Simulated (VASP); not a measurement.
Given:

```yaml
crystal:
  lattice:
    - [1.56185, -2.70521, 0.00000]
    - [1.56185, 2.70521, 0.00000]
    - [0.00000, 0.00000, 12.06904]
  atoms:
    - { symbol: Mo, position: [0.33333, 0.66667, 0.25000] }
    - { symbol: Mo, position: [0.66667, 0.33333, 0.75000] }
    - { symbol: S, position: [0.33333, 0.66667, 0.87876] }
    - { symbol: S, position: [0.66667, 0.33333, 0.37876] }
    - { symbol: S, position: [0.66667, 0.33333, 0.12124] }
    - { symbol: S, position: [0.33333, 0.66667, 0.62124] }
```

All values below come from LDA (Ceperley-Alder, Perdew-Zunger), VASP's LDA PAW potentials (set 64) (plane waves; VASP). Run with 520 eV cut-off, Gaussian smearing of 0.050 eV, potentials Mo_sv S.

Problem. Give the energies of bands 17 to 30 at the high-symmetry points, in eV from the valence-band maximum.

Solution. 
| band | Γ | M | K | A | L | H |
|---|---|---|---|---|---|---|
| 17 | -3.42 | -5.41 | -5.20 | -3.42 | -4.91 | -5.02 |
| 18 | -3.41 | -4.62 | -4.86 | -3.42 | -4.91 | -5.02 |
| 19 | -3.41 | -4.06 | -4.31 | -2.79 | -4.01 | -4.64 |
| 20 | -2.27 | -3.96 | -4.31 | -2.79 | -4.01 | -4.64 |
| 21 | -2.27 | -2.91 | -4.04 | -2.24 | -2.78 | -3.53 |
| 22 | -2.21 | -2.59 | -4.04 | -2.24 | -2.78 | -3.53 |
| 23 | -2.21 | -1.77 | -2.76 | -2.24 | -1.65 | -3.00 |
| 24 | -1.40 | -1.53 | -2.76 | -2.24 | -1.65 | -3.00 |
| 25 | -1.14 | -1.52 | -0.90 | -0.29 | -1.45 | -0.81 |
| 26 | 0.00 | -1.39 | -0.69 | -0.29 | -1.45 | -0.81 |
| 27 | 2.13 | 1.65 | 1.08 | 2.14 | 1.68 | 1.08 |
| 28 | 2.14 | 1.71 | 1.08 | 2.14 | 1.68 | 1.08 |
| 29 | 2.17 | 2.01 | 1.60 | 2.14 | 2.20 | 2.17 |
| 30 | 2.17 | 2.36 | 2.89 | 2.14 | 2.20 | 2.17 |

The gap is indirect, 0.72 eV, from the valence maximum at Γ to the conduction minimum at K-Γ at 0.44.

Measured: gap 1.29 eV (computed value off by -0.57 eV), as given by Wei Chen et al., Physical Review Materials (2018), doi:10.1103/physrevmaterials.2.073803.

The compound is MoS2 in the 2H layered structure. It was relaxed first.
